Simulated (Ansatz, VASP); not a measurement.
# Pd: VASP beside Ansatz, part 2 of 2

Aim: how closely do two programs agree when they are given the same cell, functional and k mesh? The structure shown is the end of the Ansatz relaxation below.

VASP 6.6.1 and Ansatz 0.2.0.

So far. Step 3 (VASP: single point, PBEsol, pair 1): The run ends at a pressure of 0.80 GPa.

### 6. VASP: single point, PBEsol, pair 2 (continued)

Level of this step: PBEsol; plane waves and PAW (Pd) (VASP).

Numbers of over 12 decimals in the logs are rounded to 6 here.

From OUTCAR (step 6):

```text
  Total       -0.0856261     -0.0856261     -0.0378520      0.0000000      0.0000000      0.0000000
  in kB       -4.7094794     -4.7094794     -2.0818765      0.0000000      0.0000000      0.0000000
  external PRESSURE =      -3.8336118 kB  Pullay stress =       0.0000000 kB

 POSITION                                       TOTAL-FORCE (eV/Angst)
 -----------------------------------------------------------------------------------
      0.00000      0.00000      0.00000         0.000000      0.000000     -0.000000
      1.37032      1.37032      1.93914        -0.000000     -0.000000      0.000000
 -----------------------------------------------------------------------------------
    total drift:                               -0.000000      0.000000      0.000000

  FREE ENERGIE OF THE ION-ELECTRON SYSTEM (eV)
  ---------------------------------------------------
  free  energy   TOTEN  =       -11.9387959862 eV

  energy  without entropy=      -11.9021109842  energy(sigma->0) =      -11.92045349

[... 1 part as in an earlier step ...]

[... 2 further parts left out ...]
[key lines of the parts left out:]
E-fermi :   9.8498
```

The run ends at a pressure of -0.38 GPa.

### 7. Comparison

What differs besides the data sets and the points named for the pairs above, as far as they apply: the data sets hold 36 valence electrons in Ansatz (on its PAW soft_1 files) and 20 in VASP. Total energies have different zeros and are not compared.

Both answers:

```
      quantity  Ansatz   VASP  difference
pressure (GPa)   -0.18  -0.38       +0.20
```

### 8. Ansatz: relaxation, PBEsol

This run makes the geometry at which the two programs are then compared. The cell compared in this pair holds 29.27 Å³, against 29.13 Å³ for the pair before.

The structure compared here is the end of the Ansatz relaxation.

The input, input.yaml:

```yaml
crystal:
  lattice:
    - [2.76804943, 0.0, 0.0]
    - [0.0, 2.76804943, 0.0]
    - [0.0, 0.0, 3.852598876]
  atoms:
    - { symbol: Pd, position: [0.0, 0.0, 0.0] }
    - { symbol: Pd, position: [0.5, 0.5, 0.5] }
kpoints:
  mp_grid: { grid: [16, 16, 11] }
scf:
  occupations: { method: fermi_dirac, width: 0.05 }
hamiltonian:
  xc: pbesol
  pseudopotentials: { kind: paw, azcp: { folder: soft_1 }, xc_functional: pbe }
basis:
  ecutwfc: 600
output:
  forces: true
  stress: true
relax:
  f_tol: 0.005
  max_steps: 70
  cell: { stress_tol: 0.02, p_target: 0, fix: [a, b, alpha, beta, gamma] }
```

Started as:

```console
$ ansatz run input.yaml --threads 4 --pin off --max-ram 10240MiB --backend cpu --events-out ev --progress --plain --runs-dir out
```

The log of the run:

```text
[...]
Crystal: 2 atoms, lattice volume = 29.519 Å³
Basis set: ecut = 600 eV, 999 PW (Γ), exchange–correlation on 48×48×64 points (8 copies of the dense FFT grid, shifted against one another)
Bands: 22, of which v1, the nominal top of the filled ones, is band 18 counted from 1 (17 counted from 0)
Symmetry: 32 space group operations
[...]
k-points: 270 of 2816
[...]
-1.620731      -0.000000       0.000000
        0.000000      -1.620731       0.000000
        0.000000       0.000000      -0.005339
  P = ⅓ Tr σ = -1.0823 GPa (-10.823 kbar)
--- Relaxed structure (3 steps of the walk, 3 accepted, 1 SCFs on fresh bases) ---
[...]
cell:  # Å, volume = 29.2687 Å³
    - [2.76804943, 0, 0.0]
    - [0, 2.76804943, 0.0]
    - [0.0, 0.0, 3.819939]
  atoms:
    - { symbol: Pd, position: [0.0, 0.0, 0.0] }
    - { symbol: Pd, position: [0.5, 0.5, 0.5] }
[key lines of the parts left out:]
SCF converged after 8 iterations
Free energy (F): -13813.421325 eV
Fermi energy:    19.692798 eV
```

### 9. VASP: single point, PBEsol, pair 3

The same cell, functional, mesh and smearing now go to VASP, with its own data sets.

The input, INCAR:

```
SYSTEM = Pd
PREC = Accurate
ENCUT = 500
EDIFF = 1E-06
NELM = 120
ISMEAR = -1
SIGMA = 0.05
LREAL = .FALSE.
ALGO = Normal
GGA = PS
NBANDS = 16
LASPH = .TRUE.
LORBIT = 11
LWAVE = .FALSE.
LCHARG = .FALSE.
ISIF = 2
GGA_COMPAT = .FALSE.
KPAR = 2
```

The input, POSCAR:

```
Pd
1.0
    2.7680494300      0.0000000000      0.0000000000
    0.0000000000      2.7680494300      0.0000000000
    0.0000000000      0.0000000000      3.8199390326
Pd
2
Direct
    0.0000000000      0.0000000000      0.0000000000
    0.5000000000      0.5000000000      0.5000000000
```

The input, KPOINTS:

```
Automatic mesh
0
Gamma
16 16 11
0 0 0
```

PAW data sets: Pd (PBE family, release 64).

Started as:

```console
$ mpirun -np 2 vasp_std
```

The log of the run:

```text
[... set-up lines as in an earlier step ...]
 entering main loop
       N       E                     dE             d eps       ncg     rms          rms(c)
DAV:   1     0.104605750878E+03    0.10461E+03   -0.98799E+03  8640   0.117E+03
DAV:   2    -0.113065511414E+02   -0.11591E+03   -0.11048E+03  9488   0.260E+02
DAV:   3    -0.127016444000E+02   -0.13951E+01   -0.13898E+01 11144   0.330E+01
DAV:   4    -0.127107967783E+02   -0.91524E-02   -0.91519E-02 10480   0.252E+00
[...]
DAV:   9    -0.119351127146E+02    0.14670E-04   -0.34468E-05 11496   0.510E-02    0.190E-02
DAV:  10    -0.119351209726E+02   -0.82580E-05   -0.35261E-06 10720   0.165E-02    0.177E-03
DAV:  11    -0.119351208147E+02    0.15789E-06   -0.48101E-08  6312   0.219E-03
   1 F= -.11935121E+02 E0= -.11916258E+02  d E =-.377248E-01
```

From OUTCAR (step 9):

```text
  Total       -0.3312845     -0.3312845     -0.0388327      0.0000000      0.0000000     -0.0000000
  in kB      -18.1345827    -18.1345827     -2.1257102      0.0000000      0.0000000     -0.0000000
  external PRESSURE =     -12.7982918 kB  Pullay stress =       0.0000000 kB

 POSITION                                       TOTAL-FORCE (eV/Angst)
 -----------------------------------------------------------------------------------
      0.00000      0.00000      0.00000        -0.000000     -0.000000      0.000000
      1.38402      1.38402      1.90997         0.000000      0.000000     -0.000000
 -----------------------------------------------------------------------------------
    total drift:                               -0.000000      0.000000      0.000000

  FREE ENERGIE OF THE ION-ELECTRON SYSTEM (eV)
  ---------------------------------------------------
  free  energy   TOTEN  =       -11.9351208147 eV

  energy  without entropy=      -11.8973959929  energy(sigma->0) =      -11.91625840

[... 1 part as in an earlier step ...]

[... 2 further parts left out ...]
[key lines of the parts left out:]
E-fermi :   9.7672
```

The run ends at a pressure of -1.28 GPa.

### 10. Differences

What differs besides the data sets and the points named for the pairs above, as far as they apply: the data sets hold 36 valence electrons in Ansatz (on its PAW soft_1 files) and 20 in VASP. Total energies have different zeros and are not compared.

Compared:

```
      quantity  Ansatz   VASP  difference
pressure (GPa)   -1.08  -1.28       +0.20
```

### 11. Outcome

```yaml
difference_in_pressure_single_point_pbesol_pair_1: 0.22 GPa
difference_in_pressure_single_point_pbesol_pair_2: 0.20 GPa
difference_in_pressure_single_point_pbesol_pair_3: 0.20 GPa
```

The difference in pressure is 0.22 GPa (single point, PBEsol, pair 1), within the 1 GPa picked in this series as the mark of a large difference. The data sets hold unlike numbers of valence electrons (36 in Ansatz and 20 in VASP), so part of the differences comes from the potentials. 4 further runs of this series are not shown here. How closely two codes agree says nothing of how well the functional describes the real material.

[Lines on the potential files, build, host, timing and source positions are cut from VASP's logs without a mark.]

[Logs are printed without paths, hosts, clocks, repeated set-up lines and the standing remarks that a program may print on its own settings, such as how far it seeks lower states.]

[Hosts, paths, dates, database ids (printed as entryN), source tags and the programs' standing remarks are cut or masked in the printed files.]
